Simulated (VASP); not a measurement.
OSZICAR of a VASP run on Ti2O (space group P-3m1):

**OSZICAR**
```
       N       E                     dE             d eps       ncg     rms          rms(c)
DAV:   1     0.302853539456E+03    0.30285E+03   -0.13664E+04  7312   0.166E+03
DAV:   2     0.965164574642E+01   -0.29320E+03   -0.28578E+03  7434   0.482E+02
DAV:   3    -0.303517142987E+02   -0.40003E+02   -0.39137E+02 12314   0.153E+02
DAV:   4    -0.328556145452E+02   -0.25039E+01   -0.24883E+01  9305   0.369E+01
DAV:   5    -0.329887577988E+02   -0.13314E+00   -0.13292E+00 11430   0.702E+00    0.166E+01
DAV:   6    -0.289511288281E+02    0.40376E+01   -0.25950E+01  9475   0.509E+01    0.579E+00
DAV:   7    -0.287048738453E+02    0.24625E+00   -0.24659E+00 10478   0.121E+01    0.290E+00
DAV:   8    -0.286789300514E+02    0.25944E-01   -0.17755E-01 10054   0.417E+00    0.112E+00
DAV:   9    -0.286774641368E+02    0.14659E-02   -0.42840E-02 11226   0.235E+00    0.337E-01
DAV:  10    -0.286776975237E+02   -0.23339E-03   -0.76648E-03  9540   0.808E-01    0.722E-02
DAV:  11    -0.286777324785E+02   -0.34955E-04   -0.50096E-04 11298   0.334E-01    0.312E-02
DAV:  12    -0.286777246497E+02    0.78287E-05   -0.14427E-04  9901   0.136E-01    0.110E-02
DAV:  13    -0.286777221855E+02    0.24642E-05   -0.17165E-05  9864   0.494E-02    0.250E-03
DAV:  14    -0.286777221184E+02    0.67105E-07   -0.96510E-07  5358   0.109E-02
   1 F= -.28677722E+02 E0= -.28673163E+02  d E =-.911858E-02
```

Which electronic solver shows in the log?

It is blocked Davidson (ALGO = Normal, or the opening steps of other solvers). The INCAR had ALGO = Normal.

Can the final energy be trusted as converged?

The run converged. It stopped with EDIFF = 1E-6, NELM = 100 (LDA (Ceperley-Alder, Perdew-Zunger), plane waves, VASP's LDA PAW potentials (set 64)).

The structure comes from a computed database's Ti2O entry (P-3m1); how it stands against other phases isn't given here. The cell was not relaxed at this level. The run is one of a series of settings (GGA removed, POTCAR Ti_sv O (LDA.64 set) against the base run), some of them coarse on purpose.
